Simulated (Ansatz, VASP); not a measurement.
**GaIr4 in VASP and in Ansatz**

The input INCAR:

```
PREC     = Accurate       # precision mode
ENCUT    = 520            # plane-wave cutoff, eV
EDIFF    = 1E-6           # SCF threshold, eV
ISMEAR   = 0              # smearing method
SIGMA    = 0.1            # smearing width, eV
LREAL    = F              # projectors in reciprocal space
LASPH    = T              # aspherical terms in the spheres
NELM     = 100            # most SCF steps
ALGO     = Fast           # electronic algorithm
ISIF     = 2              # what is computed and relaxed
LWAVE    = F              # write WAVECAR
LCHARG   = F              # write CHGCAR
GGA      = PE             # functional
NBANDS   = 32             # bands
```

The input KPOINTS:

```
Automatic mesh
0
Gamma
  6 6 2
```

File POSCAR:

```
GaIr4
1.0
    2.8944530300      0.0000000000      0.0000000000
   -1.4472265200      2.5066698600      0.0000000000
    0.0000000000      0.0000000000      9.3070598400
Ga Ir
1 4
Direct
    0.0000000000      0.0000000000      0.0000000000
    0.3333333300      0.6666666700      0.8658552800
    0.3333333300      0.6666666700      0.3767953500
    0.6666666700      0.3333333300      0.1341447200
    0.6666666700      0.3333333300      0.6232046500
```

Input for Ansatz:

```yaml
crystal:
  lattice:
    - [2.89445303, 0.0, 0.0]
    - [-1.44722652, 2.50666986, 0.0]
    - [0.0, 0.0, 9.30705984]
  atoms:
    - { symbol: Ga, position: [0.0, 0.0, 0.0] }
    - { symbol: Ir, position: [0.33333333, 0.66666667, 0.86585528] }
    - { symbol: Ir, position: [0.33333333, 0.66666667, 0.37679535] }
    - { symbol: Ir, position: [0.66666667, 0.33333333, 0.13414472] }
    - { symbol: Ir, position: [0.66666667, 0.33333333, 0.62320465] }
basis:
  ecutwfc: 420
kpoints:
  mp_grid: { grid: [6, 6, 2] }
hamiltonian:
  xc: pbe
scf:
  occupations: { method: gaussian, width: 0.1 }
  lower_state_search: "off"
output:
  forces: true
  stress: true
  eigenvalues: true
```

Change from the starting cell: species swapped into the Co4H type (P-3m1, No. 164).

Alike in both runs: task single point; functional PBE; k mesh 6 × 6 × 2; occupations gaussian, width 0.1 eV; no spin polarisation.

|  | VASP | Ansatz |
| --- | --- | --- |
| version | VASP 6.6.1 | Ansatz 0.2.0 |
| potentials or method | VASP PAW PBE potentials, release 64 (Ga_d, Ir) | scalar-relativistic, plane waves, PAW |
| plane-wave cutoff (eV) | 520 | 420 |
| valence electrons in the cell | 49 | 81 |

|  | VASP | Ansatz | Ansatz less VASP |
| --- | --- | --- | --- |
| gap on the k mesh at the Fermi level (eV) | none | none | - |
| rms of the force components (eV/Å) | 5.985 | 5.943 | -0.0427 |

Atom by atom the forces differ by 0.043 eV/Å (rms over components). A gap of «none» marks a metal or a gap that the smearing closes. The two sets of potentials don't hold the same shells in valence.

Caveats: the k mesh is coarse (spacing up to 0.42 Å⁻¹), so the values aren't converged; forces of over 1 eV/Å show positions far from the minimum, so gaps and moduli don't describe the material at rest. The runs have no spin-orbit coupling, so splittings on Ir are missing.
